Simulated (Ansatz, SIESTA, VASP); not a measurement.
**One calculation of As2S, 3 ways**

```
CELL_PARAMETERS angstrom
-3.50648 3.50648 2.48592
3.50648 -3.50648 2.48592
3.50648 3.50648 -2.48592
ATOMIC_POSITIONS crystal
As 0.87037 0.12422 0.24555
As 0.87945 0.62436 0.75041
As 0.37646 0.12398 0.24362
As 0.88038 0.13157 0.75112
S 0.25220 0.75414 0.50174
S 0.48811 0.48766 0.99965
```

The cell comes from a database or a generator and needn't be the stable form of this composition.

Atoms were shifted at random by some hundredths of an Å from the given cell, which wasn't relaxed again for these runs.

Alike in all runs: task single point; functional PBE; k mesh 7 × 7 × 7; occupations fermi-dirac, width 0.05 eV; no spin polarisation; no spin-orbit coupling. Pressure is positive in compression and, in plane waves, holds the error of the finite cutoff, which Ansatz's Pulay term estimates and takes out.

```
                                                                                   program and potentials  plane-wave cutoff (eV)                                                  notes  pressure (GPa)  largest force (eV/Å)  energy over the undisturbed cell (meV/atom)
                                                                                       Ansatz, Ansatz PAW                     420                12 valence electrons an atom on average            0.53                 0.366                                         2.63
SIESTA, files PseudoDojo sr-pbe-0.4.1-standard, DZP (energy shift 0.003 Ry; two zetas on semicore shells)                       -  atomic basis; 12 valence electrons an atom on average            2.70                 0.489                                         4.02
                                                                        VASP, PBE PAW files As, S, 520 eV                     520              5.33 valence electrons an atom on average            0.58                 0.367                                            -
```

Force on atom 6 (S), eV/Å:

```tsv
program and potentials	x	y	z
Ansatz, Ansatz PAW	0.003	-0.021	0.366
SIESTA, files PseudoDojo sr-pbe-0.4.1-standard, DZP (energy shift 0.003 Ry; two zetas on semicore shells)	-0.003	-0.022	0.489
VASP, PBE PAW files As, S, 520 eV	0.003	-0.021	0.366
```

The pressure spans 0.53 (Ansatz, Ansatz PAW) to 2.70 GPa (SIESTA, files PseudoDojo sr-pbe-0.4.1-standard, DZP (energy shift 0.003 Ry; two zetas on semicore shells)). Rows in atomic bases carry the error of their basis and grid, which can be large.

The functional is the same throughout but for its coding, so the spread measures potentials, basis and numerics; runs on potential files found faulty are left out.

The sulphur atom carrying the tabulated force sits off the centre of its four arsenic neighbours, and the force pushes it back along z, away from the two nearer ones. All three runs agree on this direction. Ansatz and VASP also nearly coincide in size, although only the former treats the As 3d shell as valence, so that shell is effectively inert here. SIESTA includes it too, yet gives a stiffer response and a higher pressure, which points to its local basis, or possibly its potentials, rather than to semicore physics.

The As–S and As–As contacts are clearly longer than ordinary single bonds, yet the cell is under slight compression. This suggests that the length comes from crowding: arsenic usually forms three bonds and keeps a lone pair, sulphur two, whereas here both have more neighbours and the bonding electrons are probably spread over weaker, multicentre contacts. The energy rise shows only that this one distortion is uphill, and leaves open whether the network would survive against a molecular arsenic sulphide plus arsenic.
